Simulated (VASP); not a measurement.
An input for Ansatz (written as the equivalent of a VASP run, and not itself run):

Ansatz 0.2 input:
```yaml
crystal:
  lattice:
    - [4.4468162, 0.0000000, 0.0000000]
    - [0.0000000, 4.4468162, 0.0000000]
    - [0.0000000, 0.0000000, 4.4468162]
  atoms:
    - { symbol: Fe, position: [0.8633903, 0.6366097, 0.3633903] }
    - { symbol: Fe, position: [0.3633903, 0.8633903, 0.6366097] }
    - { symbol: Fe, position: [0.1366097, 0.1366097, 0.1366097] }
    - { symbol: Fe, position: [0.6366097, 0.3633903, 0.8633903] }
    - { symbol: Si, position: [0.1590661, 0.3409339, 0.6590661] }
    - { symbol: Si, position: [0.6590661, 0.1590661, 0.3409339] }
    - { symbol: Si, position: [0.8409339, 0.8409339, 0.8409339] }
    - { symbol: Si, position: [0.3409339, 0.6590661, 0.1590661] }
kpoints:
  mp_grid: { grid: [5, 5, 5] }
hamiltonian:
  xc: pbe
  pseudopotentials: { kind: paw }
scf:
  occupations: { method: gaussian, width: 0.05 }
  max_iter: 100
relax:
  max_steps: 40
  f_tol: 0.02
  cell: {}
output: { forces: true, stress: true, eigenvalues: true }
```

**Question.** Translate this input to VASP (INCAR, KPOINTS, POSCAR, choice of POTCAR).

**Answer.** This is not unique; one that fits is 
### POSCAR
```
FeSi
1
    4.4468161542     0.0000000000     0.0000000000
    0.0000000000     4.4468161542     0.0000000000
    0.0000000000     0.0000000000     4.4468161542
Fe Si
4 4
Direct
  0.8633903453   0.6366096547   0.3633903453
  0.3633903453   0.8633903453   0.6366096547
  0.1366096547   0.1366096547   0.1366096547
  0.6366096547   0.3633903453   0.8633903453
  0.1590661058   0.3409338942   0.6590661058
  0.6590661058   0.1590661058   0.3409338942
  0.8409338942   0.8409338942   0.8409338942
  0.3409338942   0.6590661058   0.1590661058
```

**INCAR**
```
ISMEAR = 0   ! Gaussian
PREC = Accurate
SYSTEM = FeSi
ALGO = Normal   ! blocked Davidson
LREAL = .FALSE.   ! projection in real space or not
ISIF = 3   ! ions, shape and volume
IBRION = 2   ! conjugate gradients
LWAVE = .FALSE.
LMAXMIX = 4   ! l cut-off of mixed one-centre charges
NSW = 40   ! most ionic steps
LASPH = .TRUE.   ! aspherical one-centre terms
LCHARG = .FALSE.
NELM = 100
EDIFF = 1E-6   ! SCF stop (eV)
GGA = PE
ENCUT = 500   ! plane-wave cut-off (eV)
EDIFFG = -0.02   ! ionic stop
SIGMA = 0.05
```

### KPOINTS
```
Automatic mesh
0
Gamma
5 5 5
0 0 0
```

POTCAR, in this order: Fe Si (PBE.64 set). Program: vasp_std.

The two are equivalent in intent, not identical: each code has its own PAW files, so the cut-off isn't converted (ENCUT is set for VASP's; basis.ecutwfc is left out, and Ansatz then takes the one that its files recommend); Ansatz stops its SCF on the density residual and VASP on the energy change (EDIFF).

The compound is FeSi in the B20 structure. It was relaxed first.
